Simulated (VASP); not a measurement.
Crystal: BiSbS4.

```xyz
6
Lattice="6.0854 0.0000 0.0000 0.0000 3.8310 0.0000 -0.1606 0.0000 6.7996" Properties=species:S:1:pos:R:3 pbc="T T T"
Sb    0.0000    1.9155    0.0000
Bi   -0.0803    0.0000    3.3998
S     4.5689    0.0000    0.9499
S     1.3559    0.0000    5.8497
S     1.4916    1.9155    2.0400
S     4.4332    1.9155    4.7595
```

The cell was built by a generator and needn't be a form met in nature.

| Item | Value |
| --- | --- |
| Program | VASP 6.6.1 |
| Task | relaxation of cell and atoms |
| Functional | PBE |
| Potentials or basis | VASP PAW PBE potentials, release 64 (Sb, Bi_d, S) |
| Cutoff | 520 eV |
| k mesh | 6 × 8 × 6 |
| Occupations | gaussian, width 0.1 eV |
| Spin | no spin polarisation |

At the start: pressure -0.1 GPa; volume 26.42 Å³/atom.

Problem. How do energy, volume and symmetry change on relaxing?

Solution. Over 21 steps the energy falls by 4.6 meV/atom and the volume is 28.70 Å³/atom (+8.6 %); space group P2/m (No. 10, to 0.05 Å).

The path:
```
step  energy change (eV)  largest force (eV/Å)  pressure (GPa)  volume (Å³)
   1              0.0000                0.0835           -0.06       158.52
   2             -0.0023                0.0643            0.16       158.30
   3             -0.0034                0.0443            0.43       158.03
   4             -0.0047                0.0477            0.38       158.35
   5             -0.0077                0.0726            0.21       159.28
   6             -0.0102                0.1416           -0.11       161.16
   7             -0.0122                0.1298           -0.05       161.60
   8             -0.0165                0.1099            0.11       162.92
   9             -0.0175                0.1785            0.49       165.55
  10             -0.0184                0.1319            0.33       164.41
  11             -0.0204                0.1173            0.25       165.27
  12             -0.0244                0.0780            0.06       167.86
  13             -0.0238                0.0854           -0.26       173.08
  14             -0.0255                0.0507           -0.08       170.17
  15             -0.0262                0.0428           -0.04       170.53
  16             -0.0272                0.0386            0.09       171.59
  17             -0.0276                0.0092           -0.04       172.19
  18             -0.0276                0.0131           -0.07       172.31
  19             -0.0276                0.0108           -0.06       172.27
  20             -0.0276                0.0088           -0.05       172.23
  21             -0.0277                0.0080           -0.01       172.18
```

Final structure:
```yaml
crystal:
  lattice:
    - [6.62820, 0.00000, 0.05574]
    - [0.00000, 3.81509, 0.00000]
    - [-0.11456, 0.00000, 6.80798]
  atoms:
    - { symbol: Sb, position: [0.00000, 0.50000, 0.00000] }
    - { symbol: Bi, position: [0.00000, 0.00000, 0.50000] }
    - { symbol: S, position: [0.77392, 0.00000, 0.14215] }
    - { symbol: S, position: [0.22608, 0.00000, 0.85785] }
    - { symbol: S, position: [0.23015, 0.50000, 0.29353] }
    - { symbol: S, position: [0.76985, 0.50000, 0.70647] }
```

Caveat: this functional lacks dispersion, which binds the layers, so the pressure and a relaxed spacing across them are unreliable.
